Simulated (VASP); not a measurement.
Write the native input for VASP 6.6.1 that does the following.

| Property | Result |
| --- | --- |
| Task | single point |
| Functional | PBE |
| Potentials or basis | VASP PAW PBE potentials, release 64 (B, As, Ga_d) |
| Cutoff | 520 eV |
| k mesh | 8 × 8 × 6 |
| Occupations | fermi-dirac, width 0.02 eV |
| Spin | no spin polarisation |
| Dipole correction | no |
| Further INCAR settings | ALGO = Fast; EDIFF = 1e-06; NBANDS = 21 |

The structure of GaBAs2 lies in POSCAR:

```
GaBAs2
1.0
    3.6956267475      0.0000000000      0.0000000000
    0.0000000000      3.6956267475      0.0000000000
    0.0000000000      0.0000000000      5.3547502675
B As Ga
1 2 1
Direct
    0.0000000000      0.0000000000      0.0000000000
    0.0000000000      0.5000000000      0.2143790190
    0.5000000000      0.0000000000      0.7856209810
    0.5000000000      0.5000000000      0.5000000000
```

The cell was built by a generator and needn't be a form met in nature.

The cell isn't the ideal one: biaxial_xy strain +0.9%.

These files were run (other wordings do the same):

INCAR

```
PREC = Accurate
ENCUT = 520
EDIFF = 1E-6
ISMEAR = -1
SIGMA = 0.02
LREAL = F
LASPH = T
NELM = 100
ALGO = Fast
ISIF = 2
LWAVE = F
LCHARG = T
GGA = PE
LELF = T
LVHAR = T
NBANDS = 21
```

KPOINTS

```
regular mesh
0
Gamma
  8 8 6
```

Potentials or basis: VASP PAW PBE potentials, release 64 (B, As, Ga_d).

Launch:

```console
$ cat potpaw_PBE.64/B/POTCAR potpaw_PBE.64/As/POTCAR potpaw_PBE.64/Ga_d/POTCAR > POTCAR
$ mpirun -np 1 vasp_std > vasp.out
```

It gave:

```yaml
Pressure: 1.1 GPa
Largest_force: 0.210 eV/Å
Band_gap_on_the_k_mesh: 0.59 eV, indirect (least direct gap 0.69 eV)
```

Wall time 50 s on 1 thread of Intel(R) Xeon(R) Platinum 8559C (Emerald Rapids), with other jobs on the host, peak memory 0.23 GiB.
